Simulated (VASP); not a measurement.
NaCl (rock salt), at 0.96 of the tabulated volume:

```
NaCl
1.0
    0.00000     2.78189     2.78189
    2.78189     0.00000     2.78189
    2.78189     2.78189     0.00000
Na Cl
1 1
Cartesian
  0.00000   0.00000   0.00000
  2.78189   2.78189   2.78189
```

The lowest empty band near Γ, direction [111], from PBE with spin-orbit coupling in VASP (PAW); its two spin partners are averaged. The gap over the points computed is 5.22 eV, and the next band on that side lies 5.89 eV away at the edge.

Settings: 400 eV cut-off, 9×9×9 Γ-centred mesh, Gaussian smearing of 0.050 eV, potentials Na_pv Cl.

```csv
distance from the edge in k (1/Å),distance in energy (meV)
0.018,3.1
0.025,6.0
0.035,11.8
0.050,24.0
0.070,46.9
```

### Question
Fit E(1 + αE) = ħ²k²/2m* (ħ²/2m0 = 3.810 eV Å²) and predict the row at 0.095 1/Å.

### Answer
The rows don't resolve α, so a parabola serves: the electron mass is m* = 0.398 m0, and so 86.5 meV. The run gave 85.6 meV, -0.9 meV from the fit.

Left out are points under 3 meV from the edge, since the levels carry 0.1 meV, and points farther than half the way to the next band.

The compound is NaCl in the rock salt structure. The cell was not relaxed at this level.
